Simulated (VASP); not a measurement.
The system is NbTe.

```
Te Nb
1.0
     3.70297    0.00000    0.00000
    -1.85149    3.20687    0.00000
     0.00000    0.00000    3.69421
Te Nb
1 1
Direct
  0.66667 0.33333 0.00000
  0.00000 0.00000 0.50000
```

The cell comes from a database or a generator and needn't be the stable form of this composition.

* Program: VASP 6.6.1
* Task: single point
* Functional: PBEsol
* Potentials or basis: VASP PAW PBE potentials, release 64 (Te, Nb_sv)
* Cutoff: 520 eV
* k mesh: 8 × 8 × 7
* Occupations: fermi-dirac, width 0.05 eV
* Spin: no spin polarisation

On this cell: pressure -5.3 GPa; largest force under 0.003 eV/Å; band gap on the k mesh none (metal or under the smearing width).

The same run follows on a disturbed copy (atoms moved at random, drawn with an rms of 0.05 Å):

```
Te Nb
1.0
     3.70297    0.00000    0.00000
    -1.85149    3.20687    0.00000
     0.00000    0.00000    3.69421
Te Nb
1 1
Cartesian
  1.8537 1.0567 -0.0208
  0.0075 -0.0087 1.8724
```

What changes?

The energy (extrapolated to zero smearing) moves by +5.0 meV/atom; pressure -5.2 GPa; largest force 0.428 eV/Å; band gap on the k mesh none (metal or under the smearing width).

Forces on the atoms (eV/Å):
```
Te   0.049  0.033  0.424
Nb  -0.049 -0.033 -0.424
```

Stress tensor (GPa, compression positive):
```
-5.09  0.11  0.03
 0.11 -5.24  0.02
 0.03  0.02 -5.23
```

Caveats: the PAW data sets were made with another functional, which shifts forces and pressure a little.
